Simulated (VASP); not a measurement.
The input files of a VASP run:

### INCAR
```
ALGO = Normal
EDIFF = 1E-6
EDIFFG = -0.02
ENCUT = 500
IBRION = 2
ISIF = 3
ISMEAR = 1
LASPH = T
LCHARG = F
LMAXMIX = 4
LREAL = F
LWAVE = F
NELM = 100
NSW = 40
PREC = Accurate
PSTRESS = 50
SIGMA = 0.1
SYSTEM = Rb
```

File POSCAR:
```
Rb
1.0
 -2.6890972880   2.6890972880   2.6890972880
  2.6890972880  -2.6890972880   2.6890972880
  2.6890972880   2.6890972880  -2.6890972880
Rb
1
Direct
  0.0000000000   0.0000000000   0.0000000000
```

File KPOINTS:
```
Regular mesh
0
Gamma
 10 10 10
```

POTCAR, in this order: Rb_sv (LDA.64 set). Program: vasp_std.

Question: Translate this LDA calculation to Quantum ESPRESSO's pw.x.

Answer: One equivalent input (not run):
```
&CONTROL
  calculation = 'vc-relax'
  pseudo_dir = './pseudo'
  outdir = './out'
  tprnfor = .true.
  tstress = .true.
  nstep = 40
  forc_conv_thr = 0.00078
/
&SYSTEM
  ibrav = 0
  nat = 1
  ntyp = 1
  ecutwfc = 42
  occupations = 'smearing'
  smearing = 'methfessel-paxton'
  degauss = 0.00735
  input_dft = 'pz'
/
&ELECTRONS
  conv_thr = 7.3e-08
  electron_maxstep = 100
/
&IONS
/
&CELL
  press = 50
/
ATOMIC_SPECIES
  Rb 85.468 Rb.upf
CELL_PARAMETERS angstrom
    -2.6890973    2.6890973    2.6890973
     2.6890973   -2.6890973    2.6890973
     2.6890973    2.6890973   -2.6890973
ATOMIC_POSITIONS crystal
  Rb   0.0000000  0.0000000  0.0000000
K_POINTS automatic
  10 10 10 0 0 0
```
Limits of the translation: the potentials are each code's own (VASP's PAW set, PseudoDojo norm-conserving files in pw.x), so ENCUT and ecutwfc are chosen apart and not converted; conv_thr bounds pw.x's estimated SCF error, while EDIFF bounds the energy change between steps; forc_conv_thr acts on force components and is met together with etot_conv_thr.

The compound is Rb in the bcc structure. This run relaxes it under an external pressure of 5 GPa. Symmetry was kept, so distortions that lower it aren't found.
